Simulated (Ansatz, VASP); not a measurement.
# SrZrSeO2 in two plane-wave programs, part 3 of 3

One calculation is typed for both programs; each brings its own data sets. How far apart do they land? The cell is generated by rule, not measured, and may not be a known phase. The cell is taken from a series of runs on this material, whose earlier steps may have relaxed, scaled, displaced or heated it; both programs get it as it stands.

VASP 6.6.1 and Ansatz 0.2.0.

So far: The structure; VASP: zone-centre phonons, PBEsol.

The structure was built from a prototype and need not be the compound's stable phase.

## 3. Ansatz: zone-centre phonons, PBEsol

Level of this step: Ansatz beside VASP: Kohn-Sham DFT, plane waves, PBEsol (Ansatz).

Ansatz runs on its default PAW (the set named soft_2) files.

The same cell, functional, mesh and smearing now go to Ansatz, which takes its cutoff from its data sets.

Contents of input.yaml:

```yaml
crystal:
  lattice:
    - [5.5825277803, 0.0, 0.0]
    - [0.0, 4.2339339086, 0.0]
    - [0.0, 0.0, 4.2339339086]
  atoms:
    - { symbol: Sr, position: [0.0, 0.0, 0.0] }
    - { symbol: Zr, position: [0.5, 0.5, 0.5] }
    - { symbol: O, position: [0.0, 0.0, 0.5] }
    - { symbol: Se, position: [0.5, 0.0, 0.0] }
    - { symbol: O, position: [0.0, 0.5, 0.0] }
kpoints:
  mp_grid: { grid: [6, 8, 8] }
hamiltonian:
  xc: pbesol
scf:
  occupations: { method: methfessel_paxton, width: 0.2 }
output:
  eigenvalues: true
phonons:
  method: dfpt
```

The run is started by

```sh
ansatz run input.yaml --threads 8 --pin off --max-ram 14336MiB --backend cpu --events-out ev --progress --plain --runs-dir out
```

Numbers of over 12 decimals in the logs are rounded to 6 here.

Log:

```text
zone centre: on kpoints.mp_grid the ground state, and the responses unless they are solved on pairs of k-points, stand on 100 of the mesh's 384 k-points, reduced under 8 symmetry operations, with k and −k counted as one. Each operation leaves every solved displacement unchanged or reverses it
Engine: ansatz 0.2.0, aarch64-unknown-linux-gnu
Pseudopotentials: kind: paw
Pseudopotential: Sr, paw, valence charge 10, recommended cutoff 420 eV (normal), Sr.paw.azcp
Pseudopotential: Zr, paw, valence charge 12, recommended cutoff 420 eV (normal), Zr.paw.azcp
Pseudopotential: O, paw, valence charge 6, recommended cutoff 420 eV (normal), O.paw.azcp
Pseudopotential: Se, paw, valence charge 16, recommended cutoff 420 eV (normal), Se.paw.azcp
Functional definition: PBEsol
  exchange = pbesol_x
  correlation = pbesol_c
Crystal: 5 atoms, lattice volume = 100.073 Å³
Basis set: ecut = 420 eV, 1939 PW (Γ), exchange–correlation on 80×60×60 points (8 copies of the dense FFT grid, shifted against one another)
Bands: 30, of which v1, the nominal top of the filled ones, is band 25 counted from 1 (24 counted from 0)
Symmetry: 16 space group operations
k-points: 100 of 384 (irreducible under 8 space group operations)
Non-local potential: Sr, projectors of the file, l = 0: 3, l = 1: 2, l = 2: 2
Non-local potential: Zr, projectors of the file, l = 0: 3, l = 1: 2, l = 2: 2, l = 3: 2
Non-local potential: O, projectors of the file, l = 0: 2, l = 1: 2, l = 2: 1
Non-local potential: Se, projectors of the file, l = 0: 2, l = 1: 2, l = 2: 3, l = 3: 1
PAW form: soft (Blöchl's): semilocal exchange-correlation on the pseudo side does not see the compensation charge
PAW frozen core: Sr, regenerated for the run's functional, and the local potential with it (the file was generated under x = pbe(κ = 0.804, μ = 0.219515), c = pbe(β = 0.066725))
PAW frozen core: Zr, regenerated for the run's functional, and the local potential with it (the file was generated under x = pbe(κ = 0.804, μ = 0.219515), c = pbe(β = 0.066725))
PAW frozen core: O, regenerated for the run's functional, and the local potential with it (the file was generated under x = pbe(κ = 0.804, μ = 0.219515), c = pbe(β = 0.066725))
PAW frozen core: Se, regenerated for the run's functional, and the local potential with it (the file was generated under x = pbe(κ = 0.804, μ = 0.219515), c = pbe(β = 0.066725))
PAW one-centre angular grid: Sr, 110 points (default); XC on 64 Gauss nodes
PAW one-centre angular grid: Zr, 590 points (default); XC on 64 Gauss nodes
PAW one-centre angular grid: O, 110 points (default); XC on 64 Gauss nodes
PAW one-centre angular grid: Se, 590 points (default); XC on 64 Gauss nodes
Initial density: superposition of atomic densities (neutral atoms: chi_scale 0, normalization atom), corrected by the library's trained network
Initial wavefunctions: pseudopotential atomic-orbital guess
Functional: x = pbesol(κ = 0.804, μ = 0.123457), c = pbesol(β = 0.046)
SCF iter   1: F=—  HF=-14164.280837 eV  |F-HF|=—  |Δ(HF+E_count)|=         —  Δρ=2.55e-2  dr2=1.24e0  ethr=1.77e-3  ⟨swp⟩=7.0  Hψ=30375  notcnv=0
automatic band count: the SCF goes on with 35 bands, as 30 were too few: the levels above may hold too much charge
preconditioner: auto → Kerker (q_TF=auto, 2.430 Å⁻¹)  [metal: Δε(μ)=0.008 eV  Ē_g=10.430 eV  σ=0.200 eV  W_gap=0.04  n_scr=28 (ndim 8)  ℏωp=20.3 eV  f_vac=0.002  D(μ)=7.99/eV (n_scr^D=98)]
SCF iter   2: F=—  HF=-14164.232612 eV  |F-HF|=—  |Δ(HF+E_count)|=   4.82e-2  S|Δr|=    0.00e0  Δρ=1.11e-2  dr2=2.37e-1  ethr=1.77e-3  ⟨swp⟩=1.0  Hψ=4300  notcnv=0  defer=1
SCF iter   3: F=—  HF=-14164.215744 eV  |F-HF|=—  |Δ(HF+E_count)|=   1.69e-2  S|Δr|=    0.00e0  Δρ=2.93e-3  dr2=2.84e-2  ethr=4.74e-4  ⟨swp⟩=1.0  Hψ=3361  notcnv=0  defer=2
SCF iter   4: F=—  HF=-14164.213851 eV  |F-HF|=—  |Δ(HF+E_count)|=   1.89e-3  S|Δr|=    0.00e0  Δρ=6.59e-4  dr2=1.67e-3  ethr=5.68e-5  ⟨swp⟩=1.0  Hψ=3361  notcnv=0  defer=2
SCF iter   5: F=—  HF=-14164.213620 eV  |F-HF|=—  |Δ(HF+E_count)|=   2.32e-4  S|Δr|=    0.00e0  Δρ=3.40e-4  dr2=2.92e-4  ethr=3.34e-6  ⟨swp⟩=2.0  Hψ=3861  notcnv=0  defer=2
SCF iter   6: F=—  HF=-14164.213532 eV  |F-HF|=—  |Δ(HF+E_count)|=   8.74e-5  S|Δr|=    0.00e0  Δρ=2.20e-4  dr2=1.02e-4  ethr=5.85e-7  ⟨swp⟩=2.0  Hψ=5429  notcnv=0  defer=2
SCF iter   7: F=—  HF=-14164.213524 eV  |F-HF|=—  |Δ(HF+E_count)|=   8.56e-6  S|Δr|=    0.00e0  Δρ=6.35e-5  dr2=6.54e-6  ethr=2.04e-7  ⟨swp⟩=2.1  Hψ=4115  notcnv=0  defer=2
SCF iter   8: F=—  HF=-14164.213527 eV  |F-HF|=—  |Δ(HF+E_count)|=   3.60e-6  S|Δr|=    0.00e0  Δρ=1.94e-5  dr2=5.63e-7  ethr=1.31e-8  ⟨swp⟩=2.7  Hψ=5469  notcnv=0  defer=2
SCF iter   9: F=—  HF=-14164.213525 eV  |F-HF|=—  |Δ(HF+E_count)|=   2.77e-6  S|Δr|=    0.00e0  Δρ=5.21e-6  dr2=4.17e-8  ethr=1.13e-9  ⟨swp⟩=2.4  Hψ=4758  notcnv=0  defer=3
SCF iter  10: F=—  HF=-14164.213525 eV  |F-HF|=—  |Δ(HF+E_count)|=   1.51e-8  S|Δr|=    0.00e0  Δρ=1.46e-6  dr2=2.71e-9  ethr=8.34e-11  ⟨swp⟩=2.1  Hψ=5274  notcnv=0  defer=3
SCF iter  11: F=—  HF=-14164.213525 eV  |F-HF|=—  |Δ(HF+E_count)|=  5.04e-10  S|Δr|=    0.00e0  Δρ=3.92e-7  dr2=1.85e-10  ethr=5.43e-12  ⟨swp⟩=2.0  Hψ=5761  notcnv=0  defer=3
SCF iter  12: F=—  HF=-14164.213525 eV  |F-HF|=—  |Δ(HF+E_count)|=  7.28e-12  S|Δr|=    0.00e0  Δρ=1.51e-7  dr2=2.30e-11  ethr=1.00e-12  ⟨swp⟩=1.0  Hψ=3361  notcnv=0  defer=3
SCF iter  13: F=-14164.213525 eV  HF=-14164.213525 eV  |F-HF|=0.00e0  |Δ(HF+E_count)|=  3.64e-12  S|Δr|=    0.00e0  Δρ=3.55e-8  dr2=1.69e-12  ethr=1.00e-12  ⟨swp⟩=11.4  Hψ=16926  notcnv=0
the search or the solves at the SCF's close seem to have found levels that the self-consistency loop had missed (the run counts 1). By its estimate they hold under 1e-12 electrons; where the run keeps them, the occupations were computed again with them
SCF 1 converged in 13 iterations: F = -14164.213525 eV  dr2 = 1.69e-12
  greatest PAW one-centre occupation: 1.000 electrons in one spin orbital (limit 2), on the Se atom at site 3 (counted from 0), in its partial waves of l = 2
DFPT response loops at Γ: preconditioner auto → Kerker (q_TF=auto, 2.430 Å⁻¹) (partly filled bands, converged f_vac=0.007); β = 1.00, the filter's whole step (`scf.mixing.beta` (0.50) is not read by the response loops under this deck's `scf.mixing.preconditioner`; to damp them name `kerker` or `kerker_dos`, under which they read `scf.mixing.beta`, and type it under 1.00, their step now; both keys bind the ground state too); Broyden in place of MSR1
SCF converged after 13 iterations
Stability not checked: this state was not tested for a lower state beside it, because cold or Methfessel-Paxton smearing, or corrected tetrahedra, fill the levels in a way that the test cannot read (fill_not_monotonic; see scf.lower_state_search)
Free energy (F): -14164.213525 eV
Harris-Foulkes:  -14164.213525 eV  (|F-HF|=0.00e0)
Internal energy: -14164.207185 eV  (E = F + TS)
E sigma→0 (E₀):  -14164.211940 eV
Entropy (-TS):   -0.006340 eV (-1.268 meV/atom)
Fermi energy:    8.247423 eV
--- Per-component energies (eV) ---
  E_band       = -624.004539
  E_kinetic    = 1041.776563
  E_local      = -4629.969285  (includes V_loc(G=0)·N_el)
  E_nonlocal   = -208.885414
  E_hartree    = 1890.714464
  E_xc         = -579.066681
  E_vxc        = -634.163800  (∫ρ·V_xc dr)
  E_paw        = -7715.267646  (= ΣΔE_a)
  E_vpaw       = 25.804362  (= ΣTr[D̂ρ^β])
  E_aug_tail   = 0.004142  (compensation charges beyond the density's cutoff)
  E_ewald      = -3964.892421
  E_core_change = 1.379094  (= ΣΔE_core)
  E_smearing   = -0.006340  (= −TS)
  E_closure    = -0.000000  (closes the sum)
  Σ components = -14164.213525   (vs F -14164.213525, Δ=0.00e0)
--- Band table (eV; the first three rows and the last of 100) ---
  k-point 0: bands = [... 21 lower, 7.0269, 7.0269, 7.3660, 7.9987, 8.2382, 8.2988, 8.2988, 8.6942, ... 6 higher]
  k-point 1: bands = [... 21 lower, 6.9097, 7.2427, 7.2898, 8.1983, 8.3276, 8.4319, 8.5294, 8.5320, ... 6 higher]
  k-point 2: bands = [... 21 lower, 6.6979, 7.0820, 7.2424, 7.7914, 8.3996, 8.6961, 8.7621, 8.9458, ... 6 higher]
  k-point 99: bands = [... 21 lower, 5.7610, 6.7985, 6.7985, 7.8358, 7.8358, 7.9307, 8.5018, 9.0598, ... 6 higher]
--- Phonons (Γ-DFPT): 9 representative perturbations + reference, on 100 of 384 k-points (Σ response iterations 27) ---
  k mesh reduced under 8 symmetry operations, with k and −k counted as one. Each operation leaves every solved displacement unchanged or reverses it
  ASR residual: 8.097e-5 → 0.000e0 eV/Å²; symmetrization residual: 2.306e-6 eV/Å²
  ASR residual per site (eV/Å²): 8.10e-5 1.08e-5 3.74e-5 5.08e-6 3.74e-5
  Γ frequencies (cm⁻¹): -301.26 -249.91 -192.21 -192.21 -116.38 -116.38 0.00 0.00 0.00 78.19 78.19 110.02 279.55 689.87 689.87
  non-analytic LO–TO correction: not included (Born effective charges unavailable; polar crystals: no LO–TO splitting at Γ)
```

## 4. Side by side

Known differences besides the potentials themselves: the data sets hold 50 valence electrons in Ansatz (on its default PAW (the set named soft_2) files) and 40 in VASP; the cutoff is 420 eV in Ansatz and 600 eV in VASP; Ansatz makes its cores anew for this functional, VASP keeps those of its PBE data sets. Total energies have different zeros and are not compared.

The two programs side by side:

| quantity | Ansatz | VASP | difference |
| --- | --- | --- | --- |
| optical mode 1 (imaginary, printed as negative) (cm⁻¹) | -301.3 | -302.2 | +1.0 |
| optical mode 2 (imaginary, printed as negative) (cm⁻¹) | -249.9 | -251.1 | +1.2 |
| optical mode 3 to 4 (imaginary, printed as negative) (cm⁻¹) | -192.2 | -194.9 | +2.7 |
| optical mode 5 to 6 (imaginary, printed as negative) (cm⁻¹) | -116.4 | -115.8 | -0.6 |
| optical mode 7 to 8 (cm⁻¹) | 78.2 | 74.8 | +4.49 % |
| optical mode 9 (cm⁻¹) | 110.0 | 106.3 | +3.53 % |
| optical mode 10 (cm⁻¹) | 279.6 | 281.6 | -0.72 % |
| optical mode 11 to 12 (cm⁻¹) | 689.9 | 716.4 | -3.70 % |

Modes are paired by rising frequency, not by their patterns, so a pair may set unlike modes beside each other; they are those without the splitting of longitudinal modes.

## 5. Outcome

```json
{
  "r.m.s. difference of the optical zone-centre modes, each program's sorted by frequency (zone-centre phonons, PBEsol)": "11 cm⁻¹",
  "difference in optical mode 7 to 8 (zone-centre phonons, PBEsol)": "+4.5 %"
}
```

The r.m.s. difference of the optical zone-centre modes, each program's sorted by frequency is 11 cm⁻¹ (zone-centre phonons, PBEsol). The data sets hold unlike numbers of valence electrons (50 in Ansatz and 40 in VASP), so part of the differences comes from the potentials. Among the rows given in per cent, the largest difference of the zone-centre phonons, PBEsol pair is in optical mode 7 to 8, +4.5 %. How closely two codes agree says nothing of how well the functional describes the real material.

[Lines on the potential files, build, host, timing and source positions are cut from VASP's logs without a mark.]

[Logs are printed without paths, hosts, clocks, repeated set-up lines and the standing remarks that a program may print on its own settings, such as how far it seeks lower states.]

[Hosts, paths, dates, database ids (printed as entryN), source tags and the programs' standing remarks are cut or masked in the printed files.]
